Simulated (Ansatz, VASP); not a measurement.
Y3Cl5 in VASP and in Ansatz

The input INCAR:

```
SYSTEM = Y3Cl5
PREC = Accurate
ENCUT = 520
EDIFF = 1E-6
ISMEAR = 0
SIGMA = 0.1
LREAL = .False.
LASPH = .True.
NELM = 60
ALGO = Normal
ISIF = 2
LWAVE = .False.
LCHARG = .False.
GGA = PE
NBANDS = 44
```

File KPOINTS:

```
regular mesh
0
Gamma
  4 4 4
  0 0 0
```

Contents of POSCAR:

```
Y3Cl5
1.0
   -3.7308626100      3.7308626100      3.7308626100
    3.7308626100     -3.7308626100      3.7308626100
    3.7308626100      3.7308626100     -3.7308626100
Y Cl
3 5
Direct
    0.0000000000      0.5000000000      0.5000000000
    0.5000000000      0.5000000000      0.0000000000
    0.5000000000      0.0000000000      0.5000000000
    0.0000000000      0.0000000000      0.0000000000
    0.0000000000      0.0000000000      0.5000000000
    0.0000000000      0.5000000000      0.0000000000
    0.5000000000      0.0000000000      0.0000000000
    0.5000000000      0.5000000000      0.5000000000
```

Input for Ansatz:

```yaml
crystal:
  lattice:
    - [-3.73086261, 3.73086261, 3.73086261]
    - [3.73086261, -3.73086261, 3.73086261]
    - [3.73086261, 3.73086261, -3.73086261]
  atoms:
    - { symbol: "Y", position: [0.0, 0.5, 0.5] }
    - { symbol: "Y", position: [0.5, 0.5, 0.0] }
    - { symbol: "Y", position: [0.5, 0.0, 0.5] }
    - { symbol: Cl, position: [0.0, 0.0, 0.0] }
    - { symbol: Cl, position: [0.0, 0.0, 0.5] }
    - { symbol: Cl, position: [0.0, 0.5, 0.0] }
    - { symbol: Cl, position: [0.5, 0.0, 0.0] }
    - { symbol: Cl, position: [0.5, 0.5, 0.5] }
basis:
  ecutwfc: 420
kpoints:
  mp_grid: { grid: [4, 4, 4] }
hamiltonian:
  xc: pbe
scf:
  occupations: { method: gaussian, width: 0.1 }
  lower_state_search: "off"
output:
  forces: true
  stress: true
  eigenvalues: true
```

Change from the starting cell: species swapped into the Fe5Co3 type (Im-3m, No. 229).

Alike in both runs: task single point; functional PBE; k mesh 4 × 4 × 4; occupations gaussian, width 0.1 eV; no spin polarisation.

|  | VASP | Ansatz |
| --- | --- | --- |
| version | VASP 6.6.1 | Ansatz 0.2.0 |
| potentials or method | VASP PAW PBE potentials, release 64 (Y_sv, Cl) | scalar-relativistic, plane waves, PAW |
| plane-wave cutoff (eV) | 520 | 420 |
| valence electrons in the cell | 68 | 68 |

|  | VASP | Ansatz | Ansatz less VASP |
| --- | --- | --- | --- |
| gap on the k mesh at the Fermi level (eV) | none | none | - |
| pressure (GPa) | -6.2 | -6.1 | +0.03 |

A gap of «none» marks a metal or a gap that the smearing closes. With one functional, cell and mesh, what is left measures potentials, basis and numerics.
